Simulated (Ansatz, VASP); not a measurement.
## Cross-check of H3C7 (amorphous C:H with 30 at. % H) between VASP and Ansatz

Aim: how closely do two programs agree when they are given the same cell, functional and k mesh? Of the first pair: The structure shown is the start of the Ansatz relaxation below; VASP solves that cell, so the two are compared at the walk's first step.

Method: plane waves, with VASP 6.6.1 beside it; single point at PBE with D3(BJ), in Ansatz 0.2.0.

**1. Starting point**

The cell holds 100 atoms: 70 C and 30 H. Cell: a = 9.402 Å, b = 9.402 Å, c = 9.402 Å, α = 90.0°, β = 90.0°, γ = 90.0°. 100 atoms (70 C, 30 H) packed at random and pushed apart as soft spheres at 1.74 g/cm^3; MD (Langevin at fixed volume unless said) with the MACE-MP-0b2 small potential (Batatia et al., arXiv:2401.00096), steps of 0.6 fs: 0.273 ps at 4500 K, 4500 to 2700 K in 0.273 ps, 2700 to 300 K in 0.78 ps; then atoms relaxed.

**2. Ansatz: relaxation, PBE with D3(BJ)**

Ansatz runs on its default PAW (the set named soft_2) files.

The two programs are compared at the cell with which this relaxation starts, whose forces are those of its first step.

Input file input.yaml:

```yaml
crystal:
  lattice:
    - [9.40245, 0.0, 0.0]
    - [0.0, 9.40245, 0.0]
    - [0.0, 0.0, 9.40245]
  atoms:
    - { symbol: C, position: [0.84485, 0.19461, 0.32594] }
    - { symbol: C, position: [0.43891, 0.01812, 0.27678] }
    - { symbol: C, position: [0.35075, 0.46613, 0.60646] }
    - { symbol: C, position: [0.21751, 0.60588, 0.97966] }
    - { symbol: C, position: [0.42365, 0.35338, 0.51725] }
    - { symbol: C, position: [0.37353, 0.34008, 0.91344] }
    - { symbol: C, position: [0.22303, 0.88045, 0.83158] }
    - { symbol: C, position: [0.91019, 0.69004, 0.27262] }
    - { symbol: C, position: [0.42644, 0.53931, 0.18432] }
    - { symbol: C, position: [0.74662, 0.3248, 0.34056] }
    - { symbol: C, position: [0.87905, 0.56635, 0.34283] }
    - { symbol: C, position: [0.15692, 0.47828, 0.98928] }
    - { symbol: C, position: [0.08677, 0.49998, 0.5316] }
    - { symbol: C, position: [0.0958, 0.98528, 0.23737] }
    - { symbol: C, position: [0.66826, 0.55981, 0.20242] }
    - { symbol: C, position: [0.56264, 0.39482, 0.49469] }
    - { symbol: C, position: [0.00838, 0.11929, 0.51177] }
    - { symbol: C, position: [0.52996, 0.78127, 0.15788] }
    - { symbol: C, position: [0.41523, 0.68972, 0.13225] }
    - { symbol: C, position: [0.02929, 0.04002, 0.76531] }
    - { symbol: C, position: [0.95929, 0.04952, 0.62107] }
    - { symbol: C, position: [0.23564, 0.54713, 0.56948] }
    - { symbol: C, position: [0.71936, 0.11264, 0.67736] }
    - { symbol: C, position: [0.43997, 0.5192, 0.72912] }
    - { symbol: C, position: [0.5625, 0.49896, 0.11231] }
    - { symbol: C, position: [0.89624, 0.47934, 0.71182] }
    - { symbol: C, position: [0.79142, 0.46445, 0.81098] }
    - { symbol: C, position: [0.80419, 0.00462, 0.61529] }
    - { symbol: C, position: [0.4577, 0.08762, 0.51916] }
    - { symbol: C, position: [0.96685, 0.78421, 0.79963] }
[... 64 atom lines left out ...]
    - { symbol: H, position: [0.01726, 0.78462, 0.57879] }
    - { symbol: H, position: [0.56398, 0.62266, 0.43689] }
    - { symbol: H, position: [0.74749, 0.79571, 0.52044] }
    - { symbol: H, position: [0.45197, 0.24919, 0.24078] }
    - { symbol: H, position: [0.6989, 0.56679, 0.55299] }
    - { symbol: H, position: [0.637, 0.18415, 0.46507] }
kpoints:
  mp_grid: { grid: [1, 1, 1] }
hamiltonian:
  xc: pbe
  dispersion: d3bj
scf:
  occupations: { method: fermi_dirac, width: 0.025 }
output:
  forces: true
relax:
  f_tol: 0.04
  max_steps: 250
  cell: {}
```

The run is started by

```
$ ansatz run input.yaml --threads 4 --pin off --max-ram 8192MiB --backend cpu --events-out ev --progress --plain --runs-dir out
```

Numbers of over 12 decimals in the logs are rounded to 6 here.

The log of the run:

```text
Engine: ansatz 0.2.0, aarch64-unknown-linux-gnu
Pseudopotentials: kind: paw
Pseudopotential: C, paw, valence charge 4, recommended cutoff 420 eV (normal), C.paw.azcp
Pseudopotential: H, paw, valence charge 1, recommended cutoff 420 eV (normal), H.paw.azcp
Functional definition: PBE
  parameter kappa = 0.804
  parameter beta = 0.066725
  exchange = pbe_x(kappa = kappa, mu = beta*pi^2/3)
  correlation = pbe_c(beta = beta)
Crystal: 100 atoms, lattice volume = 831.234 Å³
Basis set: ecut = 420 eV, 16279 PW (Γ), exchange–correlation on 128×128×128 points (8 copies of the dense FFT grid, shifted against one another)
Bands: 255, of which v1, the nominal top of the filled ones, is band 155 counted from 1 (154 counted from 0)
Symmetry: 1 space group operations
Space group: P1 (ITA 1), of the structure as read, at distance tolerance 9.4e-5 Å
k-points: 1
Non-local potential: C, projectors of the file, l = 0: 2, l = 1: 2, l = 2: 1
Non-local potential: H, projectors of the file, l = 0: 2, l = 1: 1
PAW form: soft (Blöchl's): semilocal exchange-correlation on the pseudo side does not see the compensation charge
PAW one-centre angular grid: C, 110 points (default); XC on 64 Gauss nodes
PAW one-centre angular grid: H, 110 points (default); XC on 64 Gauss nodes
Initial density: superposition of atomic densities (neutral atoms: chi_scale 0, normalization atom), corrected by the library's trained network
Initial wavefunctions: pseudopotential atomic-orbital guess
Functional: x = pbe(κ = 0.804, μ = 0.219515), c = pbe(β = 0.066725)
SCF iter   1: F=—  HF=-18001.631711 eV  |F-HF|=—  |Δ(HF+E_count)|=         —  Δρ=1.65e-2  dr2=5.17e0  ethr=1.77e-3  ⟨swp⟩=6.0  Hψ=1045  notcnv=0  defer=85
preconditioner: auto → Resta (q_TF=auto, 2.315 Å⁻¹)  ε∞=3.3  [insulator: Δε(μ)=0.250 eV  Ē_g=15.017 eV  σ=0.025 eV  W_gap=0.99  n_scr=170 (ndim 8)  ℏωp=22.7 eV  f_vac=0.091  D(μ)=1.11/eV (n_scr^D=0)  ε∞_Penn≈3.3]
SCF iter   2: F=—  HF=-18002.219795 eV  |F-HF|=—  |Δ(HF+E_count)|=   5.88e-1  Δρ=2.74e-2  dr2=2.25e1  ethr=1.67e-3  ⟨swp⟩=2.0  Hψ=311  notcnv=0  defer=88  recentre
preconditioner: auto → LDOS  [metal: Δε(μ)=0.053 eV  Ē_g=15.005 eV  σ=0.025 eV  W_gap=0.49  n_scr=170 (ndim 8)  ℏωp=22.7 eV  f_vac=0.092  D(μ)=30.45/eV (n_scr^D=250)  β→1.0]
SCF iter   3: F=—  HF=-18001.268319 eV  |F-HF|=—  |Δ(HF+E_count)|=   9.51e-1  Δρ=1.06e-2  dr2=1.98e0  ethr=1.67e-3  ⟨swp⟩=2.0  Hψ=240  notcnv=0  defer=88
SCF iter   4: F=—  HF=-18001.081571 eV  |F-HF|=—  |Δ(HF+E_count)|=   1.87e-1  Δρ=5.35e-3  dr2=5.71e-1  ethr=6.39e-4  ⟨swp⟩=2.0  Hψ=294  notcnv=0  defer=88
SCF iter   5: F=—  HF=-18001.043971 eV  |F-HF|=—  |Δ(HF+E_count)|=   3.76e-2  Δρ=1.53e-3  dr2=2.48e-2  ethr=1.84e-4  ⟨swp⟩=2.0  Hψ=296  notcnv=0  defer=86
SCF iter   6: F=—  HF=-18001.042313 eV  |F-HF|=—  |Δ(HF+E_count)|=   1.66e-3  Δρ=6.83e-4  dr2=5.74e-3  ethr=8.01e-6  ⟨swp⟩=2.0  Hψ=286  notcnv=0  defer=86
SCF iter   7: F=—  HF=-18001.042248 eV  |F-HF|=—  |Δ(HF+E_count)|=   6.52e-5  Δρ=2.86e-4  dr2=1.01e-3  ethr=1.85e-6  ⟨swp⟩=3.0  Hψ=336  notcnv=0  defer=86
SCF iter   8: F=—  HF=-18001.042153 eV  |F-HF|=—  |Δ(HF+E_count)|=   9.51e-5  Δρ=1.19e-4  dr2=1.73e-4  ethr=3.26e-7  ⟨swp⟩=2.0  Hψ=301  notcnv=0  defer=86
SCF iter   9: F=—  HF=-18001.042171 eV  |F-HF|=—  |Δ(HF+E_count)|=   1.80e-5  Δρ=4.87e-5  dr2=2.37e-5  ethr=5.57e-8  ⟨swp⟩=2.0  Hψ=307  notcnv=0  defer=86
SCF iter  10: F=—  HF=-18001.043527 eV  |F-HF|=—  |Δ(HF+E_count)|=   1.36e-3  Δρ=1.91e-5  dr2=3.21e-6  ethr=7.63e-9  ⟨swp⟩=2.0  Hψ=303  notcnv=0  defer=86
SCF iter  11: F=—  HF=-18001.043527 eV  |F-HF|=—  |Δ(HF+E_count)|=   4.73e-7  Δρ=6.91e-6  dr2=2.98e-7  ethr=1.04e-9  ⟨swp⟩=2.0  Hψ=308  notcnv=0  defer=86
SCF iter  12: F=-18001.043527 eV  HF=-18001.043527 eV  |F-HF|=1.53e-8  |Δ(HF+E_count)|=   1.21e-7  Δρ=2.61e-6  dr2=5.30e-8  ethr=3.23e-11  ⟨swp⟩=4.0  Hψ=688  notcnv=0
SCF 1 converged in 12 iterations: F = -18001.043527 eV  dr2 = 5.30e-8
  greatest PAW one-centre occupation: 0.706 electrons in one spin orbital (limit 2), on the C atom at site 16 (counted from 0), in its partial waves of l = 0
relax step   1: F+E_penalty+E_count = -18001.04352745 eV  Δ(F+E_penalty+E_count) = +0.000e0 eV  max|allowed force component| = 3.481e0 eV/Å  Δτ_max = 0.0000 Å  P = +1.632 GPa  Ω = 831.234 Å³  (12 SCF iters, dr2 threshold 1.00e-7 eV, accepted)
Crystal: 100 atoms, lattice volume = 835.484 Å³
Basis set: ecut = 420 eV, 16343 PW (Γ), exchange–correlation on 128×128×128 points (8 copies of the dense FFT grid, shifted against one another)
Initial density: handed on by an earlier stage of this run
Initial wavefunctions: those handed on with the density
iter 1 solved again at ethr=2.00e-4 eV; its pass at ethr=3.10e-3 eV (dr2=6.21e-1 eV) is discarded
SCF iter   1: F=—  HF=-18003.316357 eV  |F-HF|=—  |Δ(HF+E_count)|=         —  Δρ=1.10e-2  dr2=6.27e-1  ethr=2.00e-4  ⟨swp⟩=7.0  Hψ=1321  notcnv=0
[...]
-0.007899       0.004046      -0.003946
        0.004046      -0.024440       0.003451
       -0.003947       0.003451      -0.037957
  P = ⅓ Tr σ = -0.0234 GPa (-0.234 kbar)
--- Relaxed structure (20 steps of the walk, 20 accepted, 2 SCFs on fresh bases) ---
  F+E_penalty+E_count = -18008.26681476 eV   max|allowed force component| = 2.747e-2 eV/Å   (the final SCF, on the basis selected at the relaxed cell)
  cell:  # Å, volume = 847.7257 Å³
    - [9.617270, 0.359429, -0.190516]
    - [0.359429, 9.477907, 0.213970]
    - [-0.190516, 0.213970, 9.322314]
  atoms:
    - { symbol: C, position: [0.852773, 0.178367, 0.304422] }
    - { symbol: C, position: [0.445194, 0.031755, 0.249872] }
    - { symbol: C, position: [0.358276, 0.446993, 0.593192] }
    - { symbol: C, position: [0.209136, 0.633214, 0.998053] }
    - { symbol: C, position: [0.432483, 0.353124, 0.492122] }
    - { symbol: C, position: [0.370041, 0.361267, 0.908849] }
    - { symbol: C, position: [0.186301, 0.926830, 0.843356] }
    - { symbol: C, position: [0.904207, 0.674936, 0.281225] }
    - { symbol: C, position: [0.426916, 0.551174, 0.180352] }
    - { symbol: C, position: [0.751913, 0.308386, 0.320026] }
    - { symbol: C, position: [0.883048, 0.545855, 0.342865] }
    - { symbol: C, position: [0.164228, 0.503266, 1.008248] }
    - { symbol: C, position: [0.075884, 0.480872, 0.558794] }
    - { symbol: C, position: [0.130509, 0.973736, 0.235199] }
    - { symbol: C, position: [0.670551, 0.561873, 0.187642] }
    - { symbol: C, position: [0.569860, 0.384911, 0.472916] }
    - { symbol: C, position: [0.00795607, 0.129195, 0.512537] }
    - { symbol: C, position: [0.525865, 0.790207, 0.143749] }
    - { symbol: C, position: [0.411821, 0.705815, 0.129757] }
    - { symbol: C, position: [-0.016954, 0.064054, 0.789606] }
    - { symbol: C, position: [0.952105, 0.076384, 0.632283] }
    - { symbol: C, position: [0.223953, 0.493439, 0.615073] }
    - { symbol: C, position: [0.714659, 0.128876, 0.670781] }
    - { symbol: C, position: [0.459253, 0.497515, 0.706335] }
[...]
- { symbol: C, position: [0.701499, 0.545434, 0.901715] }
    - { symbol: C, position: [0.663743, 0.712788, 0.177553] }
    - { symbol: C, position: [0.540233, 0.011194, 0.378908] }
    - { symbol: C, position: [0.476160, 0.072814, 0.651114] }
    - { symbol: C, position: [0.294266, 0.738531, 0.023508] }
    - { symbol: C, position: [0.808671, 0.751905, 0.175366] }
    - { symbol: C, position: [0.747391, 0.268899, 0.615929] }
    - { symbol: C, position: [0.982495, 0.563473, 0.660047] }
    - { symbol: H, position: [0.066438, 0.897993, 0.284159] }
    - { symbol: H, position: [-0.045332, 0.272396, 0.868667] }
    - { symbol: H, position: [0.135223, 0.672081, 0.253994] }
    - { symbol: H, position: [0.079447, 0.741098, 0.419407] }
    - { symbol: H, position: [0.335197, 0.497433, 0.152994] }
    - { symbol: H, position: [0.667010, 0.291071, 0.241222] }
    - { symbol: H, position: [0.879237, -0.037702, 0.275363] }
    - { symbol: H, position: [0.359968, 0.966321, 0.282772] }
    - { symbol: H, position: [0.644536, 0.194140, 0.938493] }
    - { symbol: H, position: [0.694584, 0.725390, 0.751358] }
    - { symbol: H, position: [0.059009, 0.493691, 0.047941] }
    - { symbol: H, position: [0.598712, 0.912273, 0.918720] }
    - { symbol: H, position: [0.980408, 0.836652, 0.073604] }
    - { symbol: H, position: [-0.00602443, 0.122944, 1.003341] }
    - { symbol: H, position: [0.180843, 0.319782, 0.242546] }
    - { symbol: H, position: [0.221271, 0.553021, 0.712180] }
    - { symbol: H, position: [0.537511, 0.565608, 0.667982] }
    - { symbol: H, position: [0.198713, 0.935890, 0.153203] }
    - { symbol: H, position: [0.443234, 0.538496, 0.296487] }
    - { symbol: H, position: [0.089006, 0.436245, 0.335857] }
    - { symbol: H, position: [0.211749, 1.030746, 0.801316] }
    - { symbol: H, position: [0.627270, 0.755379, 0.919322] }
    - { symbol: H, position: [0.054367, 0.368773, 0.575756] }
    - { symbol: H, position: [0.376923, 0.061840, 0.701829] }
    - { symbol: H, position: [0.111478, 0.731092, 0.667326] }
    - { symbol: H, position: [0.572481, 0.613694, 0.415856] }
    - { symbol: H, position: [0.858259, 0.853223, 0.479521] }
    - { symbol: H, position: [0.432140, 0.264327, 0.201867] }
    - { symbol: H, position: [0.709665, 0.543601, 0.533188] }
    - { symbol: H, position: [0.648320, 0.173012, 0.452690] }
```

**3. VASP: single point, PBE with D3(BJ), start cell, pair 1**

The same cell, functional, mesh and smearing now go to VASP, with its own data sets.

Lines of VASP's logs that name or quote its potential files are left out, and so is its time.

Input file INCAR:

```
SYSTEM = H3C7
PREC = Accurate
ENCUT = 520
EDIFF = 1E-06
NELM = 120
ISMEAR = -1
SIGMA = 0.025
LREAL = Auto
ALGO = Normal
GGA = PE
IVDW = 12
NBANDS = 232
LORBIT = 11
LWAVE = .FALSE.
LCHARG = .FALSE.
ISIF = 2
LASPH = .TRUE.
GGA_COMPAT = .FALSE.
EFERMI = MIDGAP
NCORE = 2
```

Input file POSCAR:

```
H3C7
1.0
    9.4024500000      0.0000000000      0.0000000000
    0.0000000000      9.4024500000      0.0000000000
    0.0000000000      0.0000000000      9.4024500000
C H
70 30
Direct
    0.8448542667      0.1946088519      0.3259363251
    0.4389068807      0.0181229360      0.2767789246
    0.3507490069      0.4661338268      0.6064589548
    0.2175071391      0.6058846365      0.9796595568
    0.4236449011      0.3533759818      0.5172481640
    0.3735303033      0.3400815745      0.9134427729
    0.2230269770      0.8804513717      0.8315811305
    0.9101883020      0.6900435525      0.2726204340
    0.4264420444      0.5393062446      0.1843242985
    0.7466245500      0.3247983238      0.3405601731
    0.8790474823      0.5663523869      0.3428255402
    0.1569165483      0.4782795973      0.9892847077
    0.0867752554      0.4999760701      0.5315954884
    0.0958048168      0.9852751145      0.2373743014
    0.6682619955      0.5598115385      0.2024153279
    0.5626405884      0.3948226260      0.4946902137
    0.0083807944      0.1192880579      0.5117708682
    0.5299576174      0.7812750932      0.1578843812
    0.4152322001      0.6897244867      0.1322527639
    0.0292902382      0.0400214838      0.7653111689
    0.9592925248      0.0495190083      0.6210721674
    0.2356407107      0.5471339917      0.5694792315
    0.7193550617      0.1126408542      0.6773553701
    0.4399704332      0.5192051008      0.7291184744
    0.5625023265      0.4989550596      0.1123111529
    0.8962451276      0.4793431499      0.7118251094
    0.7914213849      0.4644534137      0.8109801169
    0.8041946514      0.0046158182      0.6152864413
    0.4576998548      0.0876154619      0.5191625587
    0.9668543837      0.7842104983      0.7996320108
[... 64 atom lines left out ...]
    0.0172614584      0.7846252838      0.5787853166
    0.5639806646      0.6226568607      0.4368861307
    0.7474860276      0.7957075018      0.5204388218
    0.4519673064      0.2491903706      0.2407776696
    0.6989029455      0.5667884434      0.5529941664
    0.6370041851      0.1841541300      0.4650702742
```

Input file KPOINTS:

```
Automatic mesh
0
Gamma
1 1 1
0 0 0
```

Potentials, in the order of the species: C and H (PBE family, release 64).

The run is started by

```
$ mpirun -np 8 vasp_gam
```

The log of the run:

```text
[banner, memory and clock lines left out]
running    8 mpi-ranks, on    1 nodes
[...]
LDA part: xc-table for (Slater+PW92), standard interpolation
 POSCAR, INCAR and KPOINTS ok, starting setup
[...]
entering main loop
       N       E                     dE             d eps       ncg     rms          rms(c)
DAV:   1     0.200266504965E+04    0.20027E+04   -0.17184E+05   464   0.129E+03
DAV:   2    -0.539072103089E+03   -0.25417E+04   -0.23900E+04   576   0.302E+02
DAV:   3    -0.741352226141E+03   -0.20228E+03   -0.19809E+03   560   0.837E+01
DAV:   4    -0.746521578673E+03   -0.51694E+01   -0.51348E+01   560   0.144E+01
[...]
DAV:  20    -0.695227048821E+03   -0.25945E-05   -0.24137E-05   544   0.855E-03    0.651E-03
DAV:  21    -0.695227049844E+03   -0.10230E-05   -0.21988E-06   384   0.339E-03    0.383E-03
DAV:  22    -0.695227050384E+03   -0.53942E-06   -0.16281E-06   360   0.229E-03
   1 F= -.70632861E+03 E0= -.70632162E+03  d E =-.139719E-01
```

OUTCAR, selected parts (step 3):

```text
  FREE ENERGIE OF THE ION-ELECTRON SYSTEM (eV)
  ---------------------------------------------------
  free  energy   TOTEN  =      -706.3286056003 eV

  energy  without entropy=     -706.3146336745  energy(sigma->0) =     -706.32161964
```

The run ends at a pressure of 1.83 GPa, with forces up to 3.5 eV/Å.

**4. Differences**

Known differences besides the potentials themselves: the cutoff is 420 eV in Ansatz and 520 eV in VASP (PREC = Accurate, projectors in real space). Total energies have different zeros and are not compared.

Forces on 9 of the 100 atoms, those with the largest forces and the largest differences (eV/Å; atoms numbered as in POSCAR):

| atom | Ansatz x, y, z | VASP x, y, z |
| --- | --- | --- |
| C25 | -1.337, -1.137, -2.537 | -1.334, -1.164, -2.554 |
| C26 | 0.162, -0.269, -1.224 | 0.224, -0.232, -1.258 |
| C27 | -1.016, 0.138, 1.936 | -1.055, 0.164, 2.006 |
| C30 | -1.629, 0.514, 1.817 | -1.643, 0.513, 1.822 |
| C50 | -3.481, 0.026, 0.501 | -3.483, 0.024, 0.480 |
| C53 | -0.675, 0.149, 1.833 | -0.672, 0.141, 1.830 |
| C55 | -1.892, 0.145, -0.931 | -1.888, 0.135, -0.925 |
| C59 | 1.284, 1.178, 0.819 | 1.265, 1.117, 0.797 |
| C67 | -0.706, 1.922, 0.690 | -0.710, 1.909, 0.691 |

The forces differ by 17 meV/Å r.m.s., which is 2.7 % of the r.m.s. force of 0.639 eV/Å (both taken over all components).

(Continued in part 2 of 2.)

[Lines on the potential files, build, host, timing and source positions are cut from VASP's logs without a mark.]

[Logs are printed without paths, hosts, clocks, repeated set-up lines and the standing remarks that a program may print on its own settings, such as how far it seeks lower states.]

[Hosts, paths, dates, database ids (printed as entryN), source tags and the programs' standing remarks are cut or masked in the printed files.]
